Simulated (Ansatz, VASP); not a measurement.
**SiTe2 in two plane-wave programs**

Wanted: the spread between two codes on one cell, functional and k mesh. The cell is taken from a series of runs on this material, whose earlier steps may have relaxed, scaled, displaced or heated it; both programs get it as it stands.

Main program and level: Ansatz 0.2.0; plane waves, with VASP 6.6.1 beside it; PBEsol.

**1. The starting structure**

The cell holds 3 atoms: 1 Si and 2 Te. Cell: a = 3.927 Å, b = 3.787 Å, c = 30.424 Å, α = 90.0°, β = 90.0°, γ = 121.2°. Vacuum lies along c.

Structure file:

```cif
data_structure
_symmetry_space_group_name_H-M 'P 1'
_symmetry_Int_Tables_number 1
_cell_length_a 3.9266
_cell_length_b 3.7872
_cell_length_c 30.4240
_cell_angle_alpha 90.000
_cell_angle_beta 90.000
_cell_angle_gamma 121.225
_cell_volume 386.89
loop_
_atom_site_label
_atom_site_type_symbol
_atom_site_fract_x
_atom_site_fract_y
_atom_site_fract_z
_atom_site_occupancy
Si1 Si 0.00000 0.00000 0.32869 1
Te2 Te 0.33970 0.67939 0.38101 1
Te3 Te 0.66030 0.32061 0.27637 1
```

**2. VASP: zone-centre phonons, PBEsol**

Second derivatives magnify differences that forces hide, and they need a tight electronic threshold.

Lines of VASP's logs that name or quote its potential files are left out, and so is its time.

Input file INCAR:

```
SYSTEM = SiTe2
PREC = Accurate
ENCUT = 500
EDIFF = 1E-08
NELM = 120
ISMEAR = 1
SIGMA = 0.2
LREAL = .FALSE.
ALGO = Normal
GGA = PS
NBANDS = 14
LORBIT = 11
LWAVE = .FALSE.
LCHARG = .FALSE.
ISIF = 2
IBRION = 8
LASPH = .TRUE.
GGA_COMPAT = .FALSE.
NELMDL = -8
KPAR = 2
```

Input file POSCAR:

```
SiTe2
1.0
    3.9265861849      0.0000000000      0.0000000000
   -1.9632930925      3.2385937012      0.0000000000
    0.0000000000      0.0000000000     30.4240000000
Si Te
1 2
Direct
    0.0000000000      0.0000000000      0.3286878780
    0.3396953376      0.6793906752      0.3810064107
    0.6603046624      0.3206093248      0.2763693453
```

Input file KPOINTS:

```
Automatic mesh
0
Gamma
15 15 1
0 0 0
```

Potentials, in the order of the species: Si and Te (PBE family, release 64).

Launch:

```bash
mpirun -np 2 vasp_std
```

Numbers of over 12 decimals in the logs are rounded to 6 here.

Log:

```text
[banner, memory and clock lines left out]
running    2 mpi-ranks, on    1 nodes
 distrk:  each k-point on    1 cores,    2 groups
 distr:  one band on    1 cores,    1 groups

 POSCAR found type information on POSCAR SiTe
 POSCAR found :  2 types and       3 ions
|                                                                             |
|               ----> ADVICE to this user running VASP <----                  |
|                                                                             |
|     You enforced a specific xc type in the INCAR file but a different       |
|     [... a line on the potential file left out ...]
|     I HOPE YOU KNOW WHAT YOU ARE DOING!                                     |
|                                                                             |

 LDA part: xc-table for (Slater+PW92), standard interpolation
 POSCAR, INCAR and KPOINTS ok, starting setup
 FFT: planning ... GRIDC
 FFT: planning ... GRID_SOFT
 FFT: planning ... GRID
 WAVECAR not read
 entering main loop
       N       E                     dE             d eps       ncg     rms          rms(c)
DAV:   1     0.103505968167E+03    0.10351E+03   -0.42101E+03  1792   0.725E+02
DAV:   2    -0.244551948907E+01   -0.10595E+03   -0.99478E+02  3102   0.123E+02
DAV:   3    -0.124145729237E+02   -0.99691E+01   -0.97745E+01  2418   0.476E+01
DAV:   4    -0.127078098083E+02   -0.29324E+00   -0.29221E+00  2394   0.102E+01
DAV:   5    -0.127197970399E+02   -0.11987E-01   -0.11986E-01  2960   0.220E+00
DAV:   6    -0.127199318910E+02   -0.13485E-03   -0.13485E-03  2608   0.204E-01
DAV:   7    -0.127199372315E+02   -0.53405E-05   -0.53406E-05  2934   0.356E-02
DAV:   8    -0.127199373312E+02   -0.99710E-07   -0.99641E-07  2660   0.384E-03    0.884E+00
DAV:   9    -0.126471761688E+02    0.72761E-01   -0.49480E-02  2422   0.144E+00    0.490E+00
DAV:  10    -0.126178984528E+02    0.29278E-01   -0.59556E-02  2434   0.138E+00    0.387E-01
DAV:  11    -0.126177824717E+02    0.11598E-03   -0.61518E-03  2344   0.483E-01    0.297E-01
DAV:  12    -0.126176953318E+02    0.87140E-04   -0.60796E-04  2862   0.148E-01    0.146E-01
DAV:  13    -0.126174855576E+02    0.20977E-03   -0.46757E-04  2374   0.122E-01    0.125E-01
DAV:  14    -0.126175574122E+02   -0.71855E-04   -0.52715E-05  2224   0.443E-02    0.384E-02
[...]
DAV:  23    -0.126178248204E+02   -0.23586E-05   -0.58857E-08  2290   0.649E-04    0.310E-04
DAV:  24    -0.126178263079E+02   -0.14875E-05   -0.15802E-08  2202   0.385E-04    0.377E-04
DAV:  25    -0.126178267417E+02   -0.43382E-06   -0.10625E-09  1922   0.144E-04    0.271E-04
DAV:  26    -0.126178271850E+02   -0.44321E-06   -0.41427E-09  1776   0.194E-04    0.116E-04
DAV:  27    -0.126178272959E+02   -0.11100E-06    0.18627E-10  1790   0.766E-05    0.340E-05
DAV:  28    -0.126178273341E+02   -0.38114E-07    0.52375E-10  1598   0.418E-05    0.236E-05
DAV:  29    -0.126178273464E+02   -0.12300E-07    0.74141E-10  1736   0.243E-05    0.951E-06
DAV:  30    -0.126178273481E+02   -0.17808E-08    0.79169E-10  1616   0.111E-05
   1 F= -.12617827E+02 E0= -.12617500E+02  d E =-.983065E-03
 Linear response reoptimize wavefunctions to high precision
DAV:   1    -0.126178273487E+02   -0.58867E-09    0.79501E-10  1634   0.591E-06
DAV:   2    -0.126178273487E+02    0.35016E-10    0.79255E-10  1808   0.300E-06
 Linear response DOF=           6
 Linear response progress:
  Degree of freedom:   1/  6
       N       E                     dE             d eps       ncg     rms          rms(c)
RMM:   1    -0.194740607769E-01   -0.19474E-01    0.13987E-02  4397   0.851E-01
RMM:   2    -0.166307031411E-01    0.28434E-02   -0.15180E-03  2895   0.218E-01    0.974E-02
RMM:   3    -0.166550747582E-01   -0.24372E-04   -0.64529E-05  2906   0.515E-02    0.559E-02
RMM:   4    -0.167042210319E-01   -0.49146E-04   -0.17815E-05  2924   0.240E-02    0.479E-03
RMM:   5    -0.166973393576E-01    0.68817E-05   -0.93181E-07  3158   0.597E-03    0.208E-03
RMM:   6    -0.166896928315E-01    0.76465E-05   -0.17576E-07  3107   0.211E-03    0.675E-04
RMM:   7    -0.166907890459E-01   -0.10962E-05   -0.17445E-08  3086   0.775E-04    0.262E-04
RMM:   8    -0.166913586810E-01   -0.56964E-06   -0.33454E-09  3153   0.237E-04    0.424E-05
RMM:   9    -0.166914512507E-01   -0.92570E-07   -0.75062E-10  3053   0.125E-04    0.300E-05
RMM:  10    -0.166914525909E-01   -0.13402E-08    0.15059E-09  3288   0.401E-05    0.352E-06
 first order change of Fermi-energy   0.90249E-04
 force on displaced ion       1 direction 1 :  -3.972   0.000   0.000
 Linear response progress:
  Degree of freedom:   2/  6
       N       E                     dE             d eps       ncg     rms          rms(c)
RMM:   1    -0.187996381407E-01   -0.18800E-01    0.12929E-02  4428   0.835E-01
RMM:   2    -0.164052649886E-01    0.23944E-02   -0.14335E-03  2871   0.214E-01    0.934E-02
RMM:   3    -0.164229023657E-01   -0.17637E-04   -0.80754E-05  2992   0.534E-02    0.528E-02
RMM:   4    -0.164683724564E-01   -0.45470E-04   -0.23931E-05  3023   0.255E-02    0.100E-02
RMM:   5    -0.164691203596E-01   -0.74790E-06   -0.27139E-06  3048   0.821E-03    0.294E-03
RMM:   6    -0.164584209066E-01    0.10699E-04   -0.49318E-07  3151   0.349E-03    0.876E-04
RMM:   7    -0.164576897333E-01    0.73117E-06   -0.27161E-08  3210   0.987E-04    0.445E-04
[...]
RMM:  10    -0.164588509292E-01   -0.77896E-08   -0.14103E-09  3220   0.136E-04    0.286E-05
 first order change of Fermi-energy   0.35667E-03
 force on displaced ion       1 direction 2 :   0.000  -3.865   0.786
 Linear response progress:
  Degree of freedom:   3/  6
       N       E                     dE             d eps       ncg     rms          rms(c)
RMM:   1    -0.335679720808E-01   -0.33568E-01    0.35842E-02  4736   0.955E-01
RMM:   2    -0.293142193814E-01    0.42538E-02   -0.25279E-03  2891   0.297E-01    0.155E-01
RMM:   3    -0.291660300318E-01    0.14819E-03   -0.23225E-04  3139   0.795E-02    0.801E-02
RMM:   4    -0.291054733378E-01    0.60557E-04   -0.66995E-05  2959   0.393E-02    0.292E-02
RMM:   5    -0.290954518910E-01    0.10021E-04   -0.99243E-06  3162   0.148E-02    0.831E-03
RMM:   6    -0.291003067850E-01   -0.48549E-05   -0.60404E-07  3128   0.471E-03    0.367E-03
RMM:   7    -0.291067855316E-01   -0.64787E-05   -0.27477E-07  3181   0.252E-03    0.339E-04
RMM:   8    -0.291063867201E-01    0.39881E-06   -0.18947E-08  3274   0.670E-04    0.291E-04
RMM:   9    -0.291060456662E-01    0.34105E-06   -0.25894E-08  3348   0.575E-04    0.686E-05
RMM:  10    -0.291061705047E-01   -0.12484E-06    0.47086E-10  3339   0.127E-04    0.489E-05
RMM:  11    -0.291062885803E-01   -0.11808E-06   -0.48454E-09  3377   0.282E-04    0.228E-05
RMM:  12    -0.291062777442E-01    0.10836E-07    0.28672E-08  3545   0.152E-04    0.171E-05
RMM:  13    -0.291062169911E-01    0.60753E-07    0.40225E-08  3539   0.126E-04    0.105E-05
RMM:  14    -0.291062316643E-01   -0.14673E-07    0.18597E-08  3384   0.255E-05    0.589E-06
RMM:  15    -0.291062283934E-01    0.32709E-08    0.14057E-08  3549   0.365E-05    0.626E-06
 first order change of Fermi-energy   0.72128E-04
 force on displaced ion       1 direction 3 :  -0.000   0.786  -8.711
 Linear response progress:
  Degree of freedom:   4/  6
       N       E                     dE             d eps       ncg     rms          rms(c)
RMM:   1    -0.422664674684E-01   -0.42266E-01    0.38772E-02  7639   0.106E+00
RMM:   2    -0.417844455230E-01    0.48202E-03   -0.22105E-03  5152   0.288E-01    0.734E-02
RMM:   3    -0.418477237281E-01   -0.63278E-04   -0.14034E-04  5097   0.716E-02    0.524E-02
RMM:   4    -0.419233208881E-01   -0.75597E-04   -0.17831E-05  5343   0.294E-02    0.145E-02
RMM:   5    -0.419476185911E-01   -0.24298E-04   -0.51890E-07  5526   0.929E-03    0.381E-03
RMM:   6    -0.419420502484E-01    0.55683E-05   -0.94750E-07  5530   0.274E-03    0.529E-04
RMM:   7    -0.419411981566E-01    0.85209E-06   -0.65108E-08  5809   0.807E-04    0.255E-04
RMM:   8    -0.419419140099E-01   -0.71585E-06    0.11774E-07  5576   0.337E-04    0.578E-05
RMM:   9    -0.419419991120E-01   -0.85102E-07    0.31963E-08  5883   0.115E-04    0.261E-05
RMM:  10    -0.419419666044E-01    0.32508E-07    0.10710E-08  5475   0.586E-05    0.673E-06
RMM:  11    -0.419419871662E-01   -0.20562E-07    0.56870E-09  5917   0.284E-05    0.329E-06
RMM:  12    -0.419420057578E-01   -0.18592E-07    0.80133E-10  5685   0.177E-05    0.547E-07
RMM:  13    -0.419420060219E-01   -0.26412E-09    0.26870E-09  5161   0.127E-05    0.369E-07
 first order change of Fermi-energy   0.10645E-04
 force on displaced ion       2 direction 1 :  -2.587   0.002   0.002
 Linear response progress:
  Degree of freedom:   5/  6
       N       E                     dE             d eps       ncg     rms          rms(c)
RMM:   1    -0.412730626268E-01   -0.41273E-01    0.35884E-02  4327   0.104E+00
RMM:   2    -0.409104008828E-01    0.36266E-03   -0.20606E-03  2919   0.280E-01    0.717E-02
RMM:   3    -0.409769118923E-01   -0.66511E-04   -0.13795E-04  2919   0.701E-02    0.507E-02
RMM:   4    -0.410528607810E-01   -0.75949E-04   -0.22065E-05  3025   0.285E-02    0.160E-02
RMM:   5    -0.410861104709E-01   -0.33250E-04   -0.29017E-06  3099   0.102E-02    0.395E-03
RMM:   6    -0.410824123400E-01    0.36981E-05   -0.38545E-07  3135   0.320E-03    0.205E-03
RMM:   7    -0.410797478530E-01    0.26645E-05   -0.76872E-08  3139   0.137E-03    0.305E-04
RMM:   8    -0.410798582865E-01   -0.11043E-06   -0.75782E-09  3269   0.429E-04    0.150E-04
RMM:   9    -0.410801120344E-01   -0.25375E-06   -0.97515E-10  3214   0.179E-04    0.370E-05
RMM:  10    -0.410801380329E-01   -0.25998E-07   -0.35209E-09  3273   0.807E-05    0.145E-05
RMM:  11    -0.410801410357E-01   -0.30028E-08   -0.86798E-09  3363   0.519E-05    0.908E-06
 first order change of Fermi-energy   0.19857E+00
 force on displaced ion       2 direction 2 :   0.000  -2.112   0.048
 Linear response progress:
  Degree of freedom:   6/  6
       N       E                     dE             d eps       ncg     rms          rms(c)
RMM:   1    -0.797067498822E-01   -0.79707E-01    0.45199E-02  4343   0.110E+00
RMM:   2    -0.782248014409E-01    0.14819E-02   -0.26949E-03  2918   0.317E-01    0.931E-02
RMM:   3    -0.780996002186E-01    0.12520E-03   -0.23365E-04  3070   0.834E-02    0.697E-02
RMM:   4    -0.780330973855E-01    0.66503E-04   -0.39243E-05  3019   0.314E-02    0.389E-02
RMM:   5    -0.780016669817E-01    0.31430E-04   -0.20281E-05  3118   0.218E-02    0.107E-02
RMM:   6    -0.780048419047E-01   -0.31749E-05   -0.13526E-06  3114   0.636E-03    0.804E-03
RMM:   7    -0.780083901698E-01   -0.35483E-05   -0.35926E-07  3213   0.295E-03    0.141E-03
RMM:   8    -0.780093700806E-01   -0.97991E-06   -0.43569E-08  3164   0.984E-04    0.132E-03
RMM:   9    -0.780131770233E-01   -0.38069E-05   -0.17179E-07  3338   0.129E-03    0.642E-04
RMM:  10    -0.780132058196E-01   -0.28796E-07   -0.47101E-09  3297   0.250E-04    0.288E-04
RMM:  11    -0.780159660587E-01   -0.27602E-05   -0.79190E-08  3344   0.711E-04    0.284E-04
RMM:  12    -0.780164938579E-01   -0.52780E-06    0.28442E-09  3539   0.248E-04    0.213E-04
RMM:  13    -0.780166106571E-01   -0.11680E-06    0.27771E-08  3551   0.310E-04    0.355E-05
RMM:  14    -0.780166868483E-01   -0.76191E-07    0.43870E-08  3595   0.121E-04    0.544E-05
RMM:  15    -0.780167135063E-01   -0.26658E-07    0.14528E-08  3554   0.120E-04    0.433E-05
RMM:  16    -0.780167370992E-01   -0.23593E-07    0.10853E-07  3580   0.474E-05    0.189E-05
RMM:  17    -0.780167836482E-01   -0.46549E-07    0.56942E-08  3526   0.467E-05    0.969E-06
RMM:  18    -0.780167909603E-01   -0.73121E-08    0.76329E-08  3407   0.186E-05    0.939E-06
 first order change of Fermi-energy   0.94887E+00
 force on displaced ion       2 direction 3 :  -0.000   0.062  -7.076
 Linear response finished
```

OUTCAR, selected parts (step 2):

```text
ion  position               nearest neighbor table
   1  0.000  0.000  0.329-   3 2.72   2 2.72   3 2.73   2 2.73   3 2.73   2 2.73
   2  0.340  0.679  0.381-   1 2.72   1 2.73   1 2.73
   3  0.660  0.321  0.276-   1 2.72   1 2.73   1 2.73

  LATTYP: Found a base centered orthorhombic cell.
 ALAT       =     3.9265861849
 B/A-ratio  =     1.6495721977
 C/A-ratio  =     7.7482063470

 Subroutine GETGRP returns: Found  4 space group operations
 (whereof  2 operations were pure point group operations)

The static configuration has the point symmetry C_1h.
 The point group associated with its full space group is C_2h.

 Found     64 irreducible k-points:

   k-points           NKPTS =     64   k-points in BZ     NKDIM =     64   number of bands    NBANDS=     14

   dimension x,y,z NGX =    30 NGY =   28 NGZ =  224
   dimension x,y,z NGXF=    60 NGYF=   56 NGZF=  448

   ENCUT  =  500.0 eV  36.75 Ry    6.06 a.u.   7.16  6.90 55.47*2*pi/ulx,y,z

   NELECT =      16.0000    total number of electrons

 k-points in reciprocal lattice and weights: Automatic mesh
   0.00000000  0.00000000  0.00000000       0.004
   0.06666667  0.00000000  0.00000000       0.018
   0.13333333  0.00000000  0.00000000       0.018
   0.20000000 -0.00000000  0.00000000       0.018
   0.26666667  0.00000000  0.00000000       0.018
   0.33333333  0.00000000  0.00000000       0.018
   0.40000000  0.00000000  0.00000000       0.018
   0.46666667 -0.00000000  0.00000000       0.018
   0.00000000  0.06666667  0.00000000       0.009
[...]
0.00000000  0.46666667  0.00000000       0.009
   0.06666667  0.46666667  0.00000000       0.009

 average (electrostatic) potential at core
       1 -92.4835       2 -96.6053       3 -96.6053

  Total       -1.7393664     -1.4431149      0.0958615      0.0000000      0.0069771     -0.0000000
  in kB       -7.2030056     -5.9761789      0.3969783      0.0000000      0.0288932     -0.0000000
  external PRESSURE =      -4.2607354 kB  Pullay stress =       0.0000000 kB

  energy-cutoff  :      500.00
  volume of cell :      386.89
      direct lattice vectors                 reciprocal lattice vectors
     3.926586185  0.000000000  0.000000000     0.254674150  0.154387999  0.000000000
    -1.963293093  3.238593701  0.000000000     0.000000000  0.308775997  0.000000000
     0.000000000  0.000000000 30.424000000     0.000000000  0.000000000  0.032868788

 POSITION                                       TOTAL-FORCE (eV/Angst)
 -----------------------------------------------------------------------------------
      0.00000      0.00000     10.00000         0.000000      0.000000      0.000000
     -0.00000      2.20027     11.59174        -0.000000      0.002256      0.031201
      1.96329      1.03832      8.40826         0.000000     -0.002256     -0.031201
 -----------------------------------------------------------------------------------
    total drift:                                0.000000      0.000000     -0.000007

 Eigenvectors and eigenvalues of the dynamical matrix
 ----------------------------------------------------

   1 f  =    9.237997 THz    58.044049 2PiTHz  308.146422 cm-1    38.205270 meV
             X         Y         Z           dx          dy          dz
      0.000000  0.000000 10.000000     0.000000   -0.148233    0.937510
     -0.000000  2.200270 11.591739    -0.000000    0.034469   -0.219915
      1.963293  1.038323  8.408261    -0.000000    0.034469   -0.219915

   2 f  =    6.194521 THz    38.921321 2PiTHz  206.626965 cm-1    25.618467 meV
             X         Y         Z           dx          dy          dz
      0.000000  0.000000 10.000000     0.949151   -0.000000   -0.000000
     -0.000000  2.200270 11.591739    -0.222613    0.000000    0.000000
      1.963293  1.038323  8.408261    -0.222613    0.000000    0.000000

   3 f  =    6.011482 THz    37.771254 2PiTHz  200.521447 cm-1    24.861480 meV
             X         Y         Z           dx          dy          dz
      0.000000  0.000000 10.000000     0.000000    0.937415    0.148155
     -0.000000  2.200270 11.591739    -0.000000   -0.220117   -0.034637
      1.963293  1.038323  8.408261    -0.000000   -0.220117   -0.034637

   4 f  =    4.333973 THz    27.231156 2PiTHz  144.565782 cm-1    17.923865 meV
             X         Y         Z           dx          dy          dz
      0.000000  0.000000 10.000000    -0.000000   -0.000000   -0.000000
     -0.000000  2.200270 11.591739     0.000000   -0.026122   -0.706624
      1.963293  1.038323  8.408261    -0.000000    0.026122    0.706624

   5 f  =    2.471470 THz    15.528705 2PiTHz   82.439372 cm-1    10.221175 meV
             X         Y         Z           dx          dy          dz
      0.000000  0.000000 10.000000    -0.000000   -0.000000    0.000000
     -0.000000  2.200270 11.591739    -0.707107    0.000000   -0.000000
      1.963293  1.038323  8.408261     0.707107   -0.000000    0.000000

   6 f  =    2.089830 THz    13.130788 2PiTHz   69.709222 cm-1     8.642838 meV
             X         Y         Z           dx          dy          dz
      0.000000  0.000000 10.000000    -0.000000    0.000000    0.000000
     -0.000000  2.200270 11.591739    -0.000000   -0.706624    0.026122
      1.963293  1.038323  8.408261     0.000000    0.706624   -0.026122

   7 f/i=    0.000287 THz     0.001802 2PiTHz    0.009564 cm-1     0.001186 meV
             X         Y         Z           dx          dy          dz
      0.000000  0.000000 10.000000     0.314822    0.000000    0.000000
     -0.000000  2.200270 11.591739     0.671151    0.000000    0.000000
      1.963293  1.038323  8.408261     0.671151    0.000000    0.000000

   8 f/i=    0.000837 THz     0.005260 2PiTHz    0.027926 cm-1     0.003462 meV
             X         Y         Z           dx          dy          dz
      0.000000  0.000000 10.000000    -0.000000    0.033127    0.313125
     -0.000000  2.200270 11.591739    -0.000000    0.070901    0.667383
      1.963293  1.038323  8.408261    -0.000000    0.070901    0.667383

   9 f/i=    0.004182 THz     0.026276 2PiTHz    0.139494 cm-1     0.017295 meV
             X         Y         Z           dx          dy          dz
      0.000000  0.000000 10.000000    -0.000000   -0.313340    0.032825
     -0.000000  2.200270 11.591739    -0.000000   -0.667333    0.070972
      1.963293  1.038323  8.408261    -0.000000   -0.667333    0.070972

 ELASTIC MODULI CONTR FROM IONIC RELAXATION (kBar)
 Direction    XX          YY          ZZ          XY          YZ          ZX
 --------------------------------------------------------------------------------
 XX         -50.1001     14.7409    -65.0692     -0.0000     15.1157     -0.0000
 YY          14.7409    -46.2083    -51.8792      0.0000    -19.4323      0.0000
 ZZ         -65.0692    -51.8792   -204.9873      0.0000     -5.7863      0.0000
 XY          -0.0000      0.0000      0.0000     -1.2354      0.0000     -9.8763
 YZ          15.1157    -19.4323     -5.7863      0.0000     -9.9233      0.0000
 ZX          -0.0000      0.0000      0.0000     -9.8763      0.0000    -78.9560
 --------------------------------------------------------------------------------
```

(Continued in part 2 of 2.)

[Lines on the potential files, build, host, timing and source positions are cut from VASP's logs without a mark.]

[Logs are printed without paths, hosts, clocks, repeated set-up lines and the standing remarks that a program may print on its own settings, such as how far it seeks lower states.]

[Hosts, paths, dates, database ids (printed as entryN), source tags and the programs' standing remarks are cut or masked in the printed files.]
